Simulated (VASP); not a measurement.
OSZICAR of a VASP run on Pt (space group P6_3/mmc):

### OSZICAR
```
       N       E                     dE             d eps       ncg     rms          rms(c)
DAV:   1    -0.767367504836E+01   -0.76737E+01   -0.95154E+03  4636   0.115E+03
DAV:   2    -0.107965074414E+03   -0.10029E+03   -0.96310E+02  5244   0.252E+02
DAV:   3    -0.109477515852E+03   -0.15124E+01   -0.14971E+01  5622   0.328E+01
DAV:   4    -0.109485582706E+03   -0.80669E-02   -0.81117E-02  5424   0.245E+00
DAV:   5    -0.109485672915E+03   -0.90209E-04   -0.90307E-04  5670   0.268E-01    0.177E+01
DAV:   6    -0.103070268882E+03    0.64154E+01   -0.35715E+00  4830   0.193E+01    0.983E+00
DAV:   7    -0.102270846808E+03    0.79942E+00   -0.71258E-01  5040   0.762E+00    0.291E+00
DAV:   8    -0.104071431475E+03   -0.18006E+01   -0.15332E+00  4818   0.101E+01    0.264E+00
DAV:   9    -0.102744493782E+03    0.13269E+01   -0.55695E-01  4794   0.644E+00    0.117E-01
DAV:  10    -0.102890531477E+03   -0.14604E+00   -0.83726E-02  4848   0.275E+00    0.643E-01
DAV:  11    -0.102889224182E+03    0.13073E-02   -0.25526E-03  5526   0.472E-01    0.570E-01
DAV:  12    -0.102883217447E+03    0.60067E-02   -0.16274E-03  5166   0.420E-01    0.528E-01
DAV:  13    -0.102887731166E+03   -0.45137E-02   -0.19753E-02  4800   0.137E+00    0.325E-01
DAV:  14    -0.102888676040E+03   -0.94487E-03   -0.69630E-04  4974   0.247E-01    0.338E-01
DAV:  15    -0.102888389477E+03    0.28656E-03   -0.42178E-04  4986   0.218E-01    0.191E-01
DAV:  16    -0.102888097868E+03    0.29161E-03   -0.84306E-04  4848   0.298E-01    0.376E-02
DAV:  17    -0.102888187401E+03   -0.89533E-04   -0.38410E-05  5256   0.567E-02    0.175E-02
DAV:  18    -0.102888211062E+03   -0.23661E-04   -0.16480E-05  4908   0.402E-02    0.198E-02
DAV:  19    -0.102888217727E+03   -0.66650E-05   -0.13614E-05  5040   0.364E-02    0.100E-03
DAV:  20    -0.102888218255E+03   -0.52827E-06   -0.12088E-06  5304   0.101E-02    0.665E-04
DAV:  21    -0.102888219377E+03   -0.11222E-05   -0.82341E-07  4920   0.943E-03    0.470E-03
DAV:  22    -0.102888217669E+03    0.17082E-05   -0.77452E-07  4728   0.905E-03    0.182E-04
DAV:  23    -0.102888217829E+03   -0.16053E-06   -0.15691E-08  2394   0.133E-03    0.165E-04
DAV:  24    -0.102888217767E+03    0.62722E-07   -0.27540E-09  2382   0.523E-04
   1 F= -.10288822E+03 E0= -.10288822E+03  d E =0.000000E+00
       N       E                     dE             ncg
```

**Question.** Which electronic solver shows in the log?

**Answer.** It is blocked Davidson (ALGO = Normal, or the opening steps of other solvers). The INCAR had ALGO = Normal.

**Question.** Can the final energy be trusted as converged?

**Answer.** The calculation finished and met its thresholds. It stopped with EDIFF = 1E-7, NELM = 100 (r2SCAN meta-GGA, plane waves, VASP's PBE PAW potentials (set 64)).

The structure comes from a computed database's Pt entry (P6_3/mmc); how it stands against other phases isn't given here. It was relaxed first.
